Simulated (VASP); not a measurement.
All values below come from LDA (Ceperley-Alder, Perdew-Zunger), VASP's LDA PAW potentials (set 64) (plane waves; VASP).

A VASP calculation is set up with these files.

### INCAR
```
IBRION = 2
SIGMA = 0.1   # width (eV)
EDIFFG = -0.01
ALGO = Normal   # blocked Davidson
LCHARG = F
EDIFF = 1E-6
ENCUT = 300
LREAL = F
NSW = 50   # most ionic steps
NELM = 100   # most electronic steps
ISMEAR = -1   # Fermi-Dirac
PREC = Accurate
SYSTEM = Ca
LWAVE = F
ISIF = 3
LASPH = T
```

### KPOINTS
```
Regular mesh
0
G
6 6 3
```

File POSCAR:
```
Ca
1.0
  3.9532550000   0.0000000000   0.0000000000
 -1.9766280000   3.4236190000   0.0000000000
  0.0000000000   0.0000000000   6.4184810000
Ca
2
Cart
  0.0210487708   2.2967724660   1.6010900855
  1.9555782292   1.1268465340   4.8173909145
```

POTCAR, in this order: Ca_sv (LDA.64 set). Program: vasp_std.

At this cut-off the stress carries a Pulay error, which pulls relaxed volumes low. Energy and stress use the plane-wave basis of the starting cell.

### Question
What does the run give for the energy per atom (σ→0), volume per atom, band gap (on the k-mesh)?

### Answer

The energy per atom (σ→0) is -2.198 eV/atom and the band gap (on the k-mesh) is none (metal, semimetal or under 0.01 eV). The volume per atom is 38.07 Å³/atom.

### OSZICAR
```
...
       N       E                     dE             d eps       ncg     rms          rms(c)
DAV:   1    -0.445791596043E+01   -0.10060E-01   -0.62793E-01  1568   0.780E+00    0.542E-01
DAV:   2    -0.445147822271E+01    0.64377E-02   -0.10329E-02  1868   0.931E-01    0.311E-01
DAV:   3    -0.444859670216E+01    0.28815E-02   -0.63899E-03  2096   0.663E-01    0.263E-02
DAV:   4    -0.444859321379E+01    0.34884E-05   -0.15961E-04  1968   0.143E-01    0.165E-02
DAV:   5    -0.444859136305E+01    0.18507E-05   -0.91619E-06  2388   0.289E-02    0.156E-03
DAV:   6    -0.444859130101E+01    0.62044E-07   -0.28264E-07  1156   0.563E-03
   6 F= -.44485913E+01 E0= -.43959526E+01  d E =-.148697E-02
```

The structure was generated: Ca was put into an ordered model structure, which need not be its known phase. In the starting cell atoms are displaced from their ideal sites. This run relaxes it. Symmetry was kept, so distortions that lower it aren't found. The k-mesh is coarse (spacing up to 0.33 per Å, 2π included), so the numbers may not be converged in it. The run is one of a series of settings (EDIFFG = -0.01, IBRION = 2, ISIF = 3, NSW = 50 against the base run), some of them coarse on purpose.
